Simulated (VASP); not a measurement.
# Lattice of MgO, functional by functional, part 2 of 3

How much does the relaxed cell of MgO depend on the functional? The starting structure is a measured crystal structure from the Crystallography Open Database. The first relaxation on each setting starts from this cell expanded by 3 % in volume.

VASP 6.6.1.

Results so far: PBEsol 9.32 Å³ an atom; LDA 8.91 Å³ an atom; PBE 9.57 Å³ an atom.

## (5) Relaxation with PBEsol + D3(BJ)

Level of this step: PBEsol with D3(BJ); plane waves and PAW (Mg, O) (VASP).

D3 with Becke-Johnson damping keeps a finite attraction at short range. This run starts from the cell of an earlier relaxation, which isn't shown; the restart sets up the plane waves anew.

INCAR

```
SYSTEM = MgO
PREC = Accurate
ENCUT = 520
EDIFF = 1E-06
NELM = 100
ISMEAR = 0
SIGMA = 0.03
LREAL = .FALSE.
ALGO = Normal
GGA = PS
IVDW = 12
NBANDS = 10
LORBIT = 11
LWAVE = .FALSE.
LCHARG = .FALSE.
KPAR = 4
IBRION = 2
NSW = 50
ISIF = 3
EDIFFG = -0.006
```

POSCAR

```
MgO
1.0
    0.0000000000      2.0857073450      2.0857073450
    2.0857073450      0.0000000000      2.0857073450
    2.0857073450      2.0857073450      0.0000000000
Mg O
1 1
Direct
    0.0000000000      0.0000000000      0.0000000000
    0.5000000000      0.5000000000      0.5000000000
```

KPOINTS

```
Automatic mesh
0
Gamma
8 8 8
0 0 0
```

Potentials, in the order of the species: Mg and O (PBE family, release 64).

Launch:

```bash
$ mpirun -np 4 vasp_std
```

The program printed:

```text
[banner, memory and clock lines left out]
running    4 mpi-ranks, on    1 nodes
[...]
[... a notice as in an earlier step ...]

 LDA part: xc-table for (Slater+PW92), standard interpolation
 POSCAR, INCAR and KPOINTS ok, starting setup
[...]
entering main loop
       N       E                     dE             d eps       ncg     rms          rms(c)
DAV:   1     0.158050111128E+02    0.15805E+02   -0.45960E+03   630   0.700E+02
DAV:   2    -0.132531565843E+02   -0.29058E+02   -0.28655E+02   648   0.144E+02
DAV:   3    -0.138970871422E+02   -0.64393E+00   -0.64352E+00   696   0.202E+01
DAV:   4    -0.138982973200E+02   -0.12102E-02   -0.12102E-02   652   0.975E-01
[...]
DAV:   9    -0.125046080197E+02    0.15662E-03   -0.17776E-04   658   0.105E-01    0.126E-01
DAV:  10    -0.125045594551E+02    0.48565E-04   -0.32368E-04   626   0.146E-01    0.524E-03
DAV:  11    -0.125045604475E+02   -0.99241E-06   -0.36062E-06   610   0.149E-02
   1 F= -.13018567E+02 E0= -.13018567E+02  d E =-.130186E+02
[...]
reached required accuracy - stopping structural energy minimisation
```

Elapsed: 1.6 s, on 4 MPI ranks of Intel Xeon 6975P-C (Granite Rapids), shared host; peak memory 0.54 GiB; 4 s of CPU time.

OUTCAR, selected parts (step 5):

```text
 Edisp (eV)   -0.51401

  Total       0.00299     0.00299     0.00299    -0.00000    -0.00000     0.00000
  in kB       0.26441     0.26441     0.26441    -0.00000    -0.00000     0.00000
  external pressure =        0.26 kB  Pullay stress =        0.00 kB

 POSITION                                       TOTAL-FORCE (eV/Angst)
 -----------------------------------------------------------------------------------
      0.00000      0.00000      0.00000        -0.000000     -0.000000      0.000000
      2.08571      2.08571      2.08571         0.000000      0.000000      0.000000
 -----------------------------------------------------------------------------------
    total drift:                               -0.000000     -0.000000      0.000000

  FREE ENERGIE OF THE ION-ELECTRON SYSTEM (eV)
  ---------------------------------------------------
  free  energy   TOTEN  =       -13.0185671830 eV

  energy  without entropy=      -13.0185671830  energy(sigma->0) =      -13.01856718

[... 2 parts as in an earlier step ...]

[... 2 further parts left out ...]
[key lines of the parts left out:]
E-fermi :   3.4566
```

With PBEsol + D3(BJ) the relaxed cell holds 9.073 Å³ an atom, -2.75 % against the measured cell, with a = 4.171 Å. That is -2.70 % from PBEsol. Pressures at 0.985 and 1.015 times this volume, from two more relaxations that aren't shown, give a bulk modulus of 171.4 GPa.

## (6) Relaxation with r2SCAN

r2SCAN adds the kinetic-energy density, costs more than a GGA and is run with LASPH. This run starts from the cell of an earlier relaxation, which isn't shown; the restart sets up the plane waves anew.

INCAR, as its differences from that of step 5:

```diff
@@ -9,4 +9,4 @@
 ALGO = Normal
-GGA = PS
-IVDW = 12
+METAGGA = R2SCAN
+LASPH = .TRUE.
 NBANDS = 10
```

POSCAR

```
MgO
1.0
    0.0000000000      2.0973029051      2.0973029051
    2.0973029051      0.0000000000      2.0973029051
    2.0973029051      2.0973029051      0.0000000000
Mg O
1 1
Direct
    0.0000000000      0.0000000000      0.0000000000
    0.5000000000      0.5000000000      0.5000000000
```

KPOINTS is that of step 5.

Launch:

```bash
$ mpirun -np 4 vasp_std
```

The program printed:

```text
[banner, memory and clock lines left out]
running    4 mpi-ranks, on    1 nodes
[...]
[... a notice as in an earlier step ...]

 LDA part: xc-table for (None), standard interpolation
 POSCAR, INCAR and KPOINTS ok, starting setup
[...]
entering main loop
       N       E                     dE             d eps       ncg     rms          rms(c)
DAV:   1     0.866010421839E+01    0.86601E+01   -0.48525E+03   692   0.736E+02
DAV:   2    -0.192802396192E+02   -0.27940E+02   -0.27316E+02   654   0.150E+02
DAV:   3    -0.198377297825E+02   -0.55749E+00   -0.55705E+00   672   0.188E+01
DAV:   4    -0.198391683826E+02   -0.14386E-02   -0.14386E-02   640   0.108E+00
[...]
DAV:  11    -0.161613653921E+02   -0.17210E-04   -0.80421E-06   630   0.302E-02    0.619E-03
DAV:  12    -0.161613666035E+02   -0.12113E-05   -0.37956E-07   334   0.488E-03    0.312E-03
DAV:  13    -0.161613664641E+02    0.13937E-06   -0.75979E-07   324   0.649E-03
   1 F= -.16161366E+02 E0= -.16161366E+02  d E =-.161614E+02
[...]
reached required accuracy - stopping structural energy minimisation
```

Elapsed: 5.6 s, on 4 MPI ranks; peak memory 0.52 GiB; 20 s of CPU time.

OUTCAR, selected parts (step 6):

```text
  Total        0.0041974      0.0041974      0.0041974      0.0000000      0.0000000     -0.0000000
  in kB        0.3644832      0.3644832      0.3644832      0.0000000      0.0000000     -0.0000000
  external PRESSURE =       0.3644832 kB  Pullay stress =       0.0000000 kB

 POSITION                                       TOTAL-FORCE (eV/Angst)
 -----------------------------------------------------------------------------------
      0.00000      0.00000      0.00000         0.000000     -0.000000     -0.000000
      2.09730      2.09730      2.09730        -0.000000      0.000000      0.000000
 -----------------------------------------------------------------------------------
    total drift:                               -0.000000     -0.000000      0.000000

  FREE ENERGIE OF THE ION-ELECTRON SYSTEM (eV)
  ---------------------------------------------------
  free  energy   TOTEN  =       -16.1613664641 eV

  energy  without entropy=      -16.1613664641  energy(sigma->0) =      -16.16136646

[... 2 parts as in an earlier step ...]

[... 2 further parts left out ...]
[key lines of the parts left out:]
E-fermi :   3.1118
```

With r2SCAN the relaxed cell holds 9.225 Å³ an atom, -1.12 % against the measured cell, with a = 4.195 Å. That is -1.07 % from PBEsol. Pressures at 0.985 and 1.015 times this volume, from two more relaxations that aren't shown, give a bulk modulus of 171.2 GPa.

## (7) Relaxation with r2SCAN + rVV10

rVV10 adds a nonlocal correlation energy for dispersion. This run starts from the cell of an earlier relaxation, which isn't shown; the restart sets up the plane waves anew.

INCAR, as its differences from that of step 6:

```diff
@@ -10,2 +10,6 @@
 METAGGA = R2SCAN
+LUSE_VDW = .TRUE.
+IVDW_NL = 2
+BPARAM = 11.95
+CPARAM = 0.0093
 LASPH = .TRUE.
```

POSCAR

```
MgO
1.0
    0.0000000000      2.0931781356      2.0931781356
    2.0931781356      0.0000000000      2.0931781356
    2.0931781356      2.0931781356      0.0000000000
Mg O
1 1
Direct
    0.0000000000      0.0000000000      0.0000000000
    0.5000000000      0.5000000000      0.5000000000
```

KPOINTS is that of step 6.

Launch:

```bash
$ mpirun -np 4 vasp_std
```

The program printed:

```text
[banner, memory and clock lines left out]
running    4 mpi-ranks, on    1 nodes
[...]
|                                                                             |
|               ----> ADVICE to this user running VASP <----                  |
|                                                                             |
|     You have switched on vdW-DFT.                                           |
|     This routine was written and supplied by Jiri Klimes. We recommend      |
|     that you carefully read and cite the following publications:            |
|       J. Klimes, D.R. Bowler, A. Michelides                                 |
|          J. Phys.: Cond Matt. 22 022201 (2010)                              |
|       J. Klimes, D.R. Bowler, A. Michelides                                 |
|          Phys. Rev. B. 83, 195131 (2011)                                    |
|     and references therein.                                                 |
|                                                                             |

[...]
DAV:  11    -0.158899437091E+02   -0.16991E-04   -0.87051E-06   622   0.286E-02    0.562E-03
Total rVV10 correction in eV:      0.2706044    11.2783760
Total rVV10 correction in eV:      0.2706044    11.2783760
Total rVV10 correction in eV:      0.2706044    11.2783760
Total rVV10 correction in eV:      0.2706044    11.2783760
DAV:  12    -0.158899454956E+02   -0.17865E-05   -0.25725E-07   354   0.385E-03    0.316E-03
Total rVV10 correction in eV:      0.2706101    11.2783760
Total rVV10 correction in eV:      0.2706101    11.2783760
Total rVV10 correction in eV:      0.2706101    11.2783760
Total rVV10 correction in eV:      0.2706101    11.2783760
DAV:  13    -0.158899454311E+02    0.64507E-07   -0.73402E-07   318   0.652E-03
Total rVV10 correction in eV:      0.2706107    11.2783760
Total rVV10 correction in eV:      0.2706107    11.2783760
Total rVV10 correction in eV:      0.2706107    11.2783760
Total rVV10 correction in eV:      0.2706107    11.2783760
Total rVV10 correction in eV:      0.2706105    11.2783760
Total rVV10 correction in eV:      0.2706105    11.2783760
Total rVV10 correction in eV:      0.2706105    11.2783760
Total rVV10 correction in eV:      0.2706105    11.2783760
   1 F= -.15889945E+02 E0= -.15889945E+02  d E =-.158899E+02
[...]
reached required accuracy - stopping structural energy minimisation
```

Run time: 17 s. Hardware: 4 MPI ranks; peak memory 0.79 GiB; 66 s of CPU time.

OUTCAR, selected parts (step 7):

```text
  Total        0.0046560      0.0046560      0.0046560      0.0000000      0.0000000      0.0000000
  in kB        0.4067009      0.4067009      0.4067009      0.0000000      0.0000000      0.0000000
  external PRESSURE =       0.4067009 kB  Pullay stress =       0.0000000 kB

 POSITION                                       TOTAL-FORCE (eV/Angst)
 -----------------------------------------------------------------------------------
      0.00000      0.00000      0.00000        -0.000000     -0.000000      0.000000
      2.09318      2.09318      2.09318         0.000000      0.000000     -0.000000
 -----------------------------------------------------------------------------------
    total drift:                               -0.000000     -0.000000      0.000000

  FREE ENERGIE OF THE ION-ELECTRON SYSTEM (eV)
  ---------------------------------------------------
  free  energy   TOTEN  =       -15.8899454311 eV

  energy  without entropy=      -15.8899454311  energy(sigma->0) =      -15.88994543

[... 2 parts as in an earlier step ...]

[... 2 further parts left out ...]
[key lines of the parts left out:]
E-fermi :   3.1630
```

With r2SCAN + rVV10 the relaxed cell holds 9.171 Å³ an atom, -1.70 % against the measured cell, with a = 4.186 Å. That is -1.65 % from PBEsol. Pressures at 0.985 and 1.015 times this volume, from two more relaxations that aren't shown, give a bulk modulus of 174.0 GPa.

## (8) Relaxation with vdW-DF-cx

vdW-DF-cx takes its exchange from the same plasmon model as its correlation.

INCAR, as its differences from that of step 7:

```diff
@@ -9,7 +9,5 @@
 ALGO = Normal
-METAGGA = R2SCAN
+GGA = CX
+AGGAC = 0
 LUSE_VDW = .TRUE.
-IVDW_NL = 2
-BPARAM = 11.95
-CPARAM = 0.0093
 LASPH = .TRUE.
```

POSCAR

```
MgO
1.0
    0.0000000000      2.1260499695      2.1260499695
    2.1260499695      0.0000000000      2.1260499695
    2.1260499695      2.1260499695      0.0000000000
Mg O
1 1
Direct
    0.0000000000      0.0000000000      0.0000000000
    0.5000000000      0.5000000000      0.5000000000
```

KPOINTS is that of step 7.

Launch:

```bash
$ mpirun -np 4 vasp_std
```

The program printed:

```text
[banner, memory and clock lines left out]
running    4 mpi-ranks, on    1 nodes
[...]
[... a notice as in an earlier step ...]

 [... a notice as in an earlier step ...]

 LDA part: xc-table for (Slater+PW92), standard interpolation
 POSCAR, INCAR and KPOINTS ok, starting setup
[...]
entering main loop
       N       E                     dE             d eps       ncg     rms          rms(c)
DAV:   1     0.174588210858E+02    0.17459E+02   -0.46612E+03   668   0.709E+02
DAV:   2    -0.100487561197E+02   -0.27508E+02   -0.26830E+02   652   0.139E+02
DAV:   3    -0.106408916173E+02   -0.59214E+00   -0.59160E+00   678   0.182E+01
DAV:   4    -0.106422272944E+02   -0.13357E-02   -0.13357E-02   634   0.101E+00
[...]
DAV:   9    -0.919051956107E+01    0.24305E-03   -0.26098E-04   646   0.125E-01    0.154E-01
DAV:  10    -0.919044743867E+01    0.72122E-04   -0.68955E-04   618   0.207E-01    0.540E-03
DAV:  11    -0.919044825912E+01   -0.82044E-06   -0.35830E-06   628   0.167E-02
[...]
DAV:   3    -0.919425510133E+01    0.29597E-03   -0.29972E-03   596   0.552E-01    0.915E-02
DAV:   4    -0.919407358928E+01    0.18151E-03   -0.23515E-04   624   0.134E-01    0.275E-02
DAV:   5    -0.919406784489E+01    0.57444E-05   -0.39340E-05   600   0.416E-02    0.565E-03
DAV:   6    -0.919406857505E+01   -0.73016E-06   -0.63263E-07   310   0.603E-03
   2 F= -.91940686E+01 E0= -.91940686E+01  d E =-.362032E-02
 trial-energy change:   -0.003620  1 .order   -0.003603   -0.010883    0.003676
 step:   0.7475(harm=  0.7475)  dis= 0.00000  next Energy=    -9.194516 (dE=-0.407E-02)
[...]
N       E                     dE             d eps       ncg     rms          rms(c)
DAV:   1    -0.919733522054E+01   -0.32674E-02   -0.55039E-02   596   0.200E+00    0.399E-01
DAV:   2    -0.919456055029E+01    0.27747E-02   -0.17781E-02   596   0.833E-01    0.391E-02
DAV:   3    -0.919453883776E+01    0.21713E-04   -0.18344E-04   596   0.135E-01    0.223E-02
DAV:   4    -0.919452732704E+01    0.11511E-04   -0.14725E-05   616   0.341E-02    0.689E-03
DAV:   5    -0.919452685644E+01    0.47060E-06   -0.24832E-06   538   0.104E-02
   3 F= -.91945269E+01 E0= -.91945269E+01  d E =-.407860E-02
[...]
reached required accuracy - stopping structural energy minimisation
```

The job ended after 30 s (4 MPI ranks; peak memory 0.99 GiB; 1.9 min of CPU time).

OUTCAR, selected parts (step 8):

```text
  Total       -0.0026712     -0.0026712     -0.0026712      0.0000000      0.0000000      0.0000000
  in kB       -0.2274069     -0.2274069     -0.2274069      0.0000000      0.0000000      0.0000000
  external PRESSURE =      -0.2274069 kB  Pullay stress =       0.0000000 kB

 POSITION                                       TOTAL-FORCE (eV/Angst)
 -----------------------------------------------------------------------------------
      0.00000      0.00000      0.00000        -0.000000     -0.000000     -0.000000
      2.11118      2.11118      2.11118         0.000000      0.000000      0.000000
 -----------------------------------------------------------------------------------
    total drift:                               -0.000000     -0.000000      0.000000

  FREE ENERGIE OF THE ION-ELECTRON SYSTEM (eV)
  ---------------------------------------------------
  free  energy   TOTEN  =        -9.1945268564 eV

  energy  without entropy=       -9.1945268564  energy(sigma->0) =       -9.19452686

[... 2 parts as in an earlier step ...]

[... 2 further parts left out ...]
[key lines of the parts left out:]
E-fermi :   3.2620
```

With vdW-DF-cx the relaxed cell holds 9.410 Å³ an atom, +0.85 % against the measured cell, with a = 4.222 Å. That is +0.91 % from PBEsol. Pressures at 0.985 and 1.015 times this volume, from two more relaxations that aren't shown, give a bulk modulus of 157.6 GPa.

(Part 2 of 3 ends here.)

[Lines on the potential files, build, host, timing and source positions are cut from VASP's logs without a mark.]

[Logs are printed without paths, hosts, clocks, repeated set-up lines and the standing remarks that a program may print on its own settings, such as how far it seeks lower states.]

[Hosts, paths, dates, database ids (printed as entryN), source tags and the programs' standing remarks are cut or masked in the printed files.]
